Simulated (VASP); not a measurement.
Method: revTPSS meta-GGA, VASP's PBE PAW potentials (set 64) (plane waves; VASP).

A VASP calculation is set up with these files.

INCAR:
```
SYSTEM = MoS2
PREC = Accurate
ENCUT = 520
EDIFF = 1E-7
NELM = 200
ALGO = All
LREAL = .FALSE.
LASPH = .TRUE.
ISMEAR = 0
SIGMA = 0.05
METAGGA = RTPSS
LMIXTAU = .TRUE.
LMAXMIX = 4
LWAVE = .FALSE.
LCHARG = .FALSE.
LORBIT = 11
NEDOS = 601
ISIF = 2
LEFG = .TRUE.
```

KPOINTS_OPT:
```
k-points along high-symmetry lines
6
Line-mode
Reciprocal
  0.000000   0.000000   0.000000 ! GAMMA
  0.000000   0.500000   0.000000 ! M

  0.000000   0.500000   0.000000 ! M
 -0.333333   0.666667   0.000000 ! K

 -0.333333   0.666667   0.000000 ! K
  0.000000   0.000000   0.000000 ! GAMMA

  0.000000   0.000000   0.000000 ! GAMMA
  0.000000   0.000000   0.500000 ! A

  0.000000   0.000000   0.500000 ! A
  0.000000   0.500000   0.500000 ! L

  0.000000   0.500000   0.500000 ! L
 -0.333333   0.666667   0.500000 ! H

 -0.333333   0.666667   0.500000 ! H
  0.000000   0.000000   0.500000 ! A

  0.000000   0.500000   0.500000 ! L
  0.000000   0.500000   0.000000 ! M

 -0.333333   0.666667   0.500000 ! H
 -0.333333   0.666667   0.000000 ! K
```

File POSCAR:
```
MoS2
1
    1.5773038591    -2.7319701485     0.0000000000
    1.5773038591     2.7319701485     0.0000000000
    0.0000000000     0.0000000000    13.0298397205
Mo S
2 4
Direct
  0.3333330000   0.6666670000   0.2500000000
  0.6666670000   0.3333330000   0.7500000000
  0.3333330000   0.6666670000   0.8706640881
  0.6666670000   0.3333330000   0.3706640881
  0.6666670000   0.3333330000   0.1293359119
  0.3333330000   0.6666670000   0.6293359119
```

**KPOINTS**
```
K-points
0
gamma
  9 9 2
0 0 0
```

POTCAR, in this order: Mo_sv S (PBE.64 set). Program: vasp_std.

What VASP printed:

### OUTCAR
```
 ion  position               nearest neighbor table
   1  0.333  0.667  0.250-   4 2.41   5 2.41   4 2.41   5 2.41   4 2.41   5 2.41
   2  0.667  0.333  0.750-   3 2.41   6 2.41   3 2.41   6 2.41   3 2.41   6 2.41
   3  0.333  0.667  0.871-   2 2.41   2 2.41   2 2.41
   4  0.667  0.333  0.371-   1 2.41   1 2.41   1 2.41
   5  0.667  0.333  0.129-   1 2.41   1 2.41   1 2.41
   6  0.333  0.667  0.629-   2 2.41   2 2.41   2 2.41
  LATTYP: Found a hexagonal cell.
 ALAT       =     3.1546074805
 C/A-ratio  =     4.1304155274
 Subroutine PRICEL returns:
 Original cell was already a primitive cell.
 Subroutine GETGRP returns: Found 24 space group operations
The static configuration has the point symmetry D_3d.
 The point group associated with its full space group is D_6h.
The dynamic configuration has the point symmetry D_3d.
 Subroutine INISYM returns: Found 24 space group operations
 Subroutine IBZKPT returns following result:
 Found     24 irreducible k-points:

 Following reciprocal coordinates:
            Coordinates               Weight
  0.000000  0.000000  0.000000      1.000000
  0.111111  0.000000  0.000000      6.000000
  0.222222  0.000000  0.000000      6.000000
...
```

File OSZICAR:
```
       N       E                     dE             d eps       ncg     rms           ort
DAV:   1     0.158082982833E+04    0.15808E+04   -0.13749E+08   744   0.203E+08
DAV:   2    -0.137778572768E+06   -0.13936E+06   -0.13889E+06   744   0.945E+02
DAV:   3    -0.248093718312E+06   -0.11032E+06   -0.24653E+06   744   0.178E+04
DAV:   4    -0.282901354614E+06   -0.34808E+05   -0.27277E+06   744   0.142E+04
DAV:   5    -0.487190277632E+06   -0.20429E+06   -0.47850E+06   744   0.227E+04
```

**stdout**
```
...
 POSCAR found :  2 types and       6 ions
 Reading from existing POTCAR
 Reading from existing POTCAR

 -----------------------------------------------------------------------------
|                                                                             |
|               ----> ADVICE to this user running VASP <----                  |
|                                                                             |
|     You enforced a specific xc type in the INCAR file but a different       |
|     type was found in the POTCAR file.                                      |
|     I HOPE YOU KNOW WHAT YOU ARE DOING!                                     |
|                                                                             |
 -----------------------------------------------------------------------------

 LDA part: xc-table for (None), standard interpolation
 POSCAR, INCAR and KPOINTS ok, starting setup
 WAVECAR not read
 entering main loop
       N       E                     dE             d eps       ncg     rms           ort
DAV:   1     0.158082982833E+04    0.15808E+04   -0.13749E+08   744   0.203E+08
DAV:   2    -0.137778572768E+06   -0.13936E+06   -0.13889E+06   744   0.945E+02
DAV:   3    -0.248093718312E+06   -0.11032E+06   -0.24653E+06   744   0.178E+04
DAV:   4    -0.282901354614E+06   -0.34808E+05   -0.27277E+06   744   0.142E+04
DAV:   5    -0.487190277632E+06   -0.20429E+06   -0.47850E+06   744   0.227E+04

 -----------------------------------------------------------------------------
|                     _     ____    _    _    _____     _                     |
|                    | |   |  _ \  | |  | |  / ____|   | |                    |
|                    | |   | |_) | | |  | | | |  __    | |                    |
|                    |_|   |  _ <  | |  | | | | |_ |   |_|                    |
|                     _    | |_) | | |__| | | |__| |    _                     |
|                    (_)   |____/   \____/   \_____|   (_)                    |
|                                                                             |
|                                                                             |
|     EDWAV: internal error, the gradient is not orthogonal 1 1 5.66e-3       |
|                                                                             |
|     If you are not a developer, you should not encounter this problem.      |
|     Please submit a bug report.                                             |
|                                                                             |
 -----------------------------------------------------------------------------
```

VASP stops with an error: EDWAV: internal error, the gradient is not orthogonal 1 1 5.66e-3 If you are not a developer, you should not encounter this problem. Please submit a bug report.

Without a dispersion term in the relaxation, distances and binding between the weakly bound layers, chains or molecules are unreliable, and so is what depends on them.

The compound is MoS2 in the 2H layered structure. It was relaxed first, which changed the volume by +6 %.
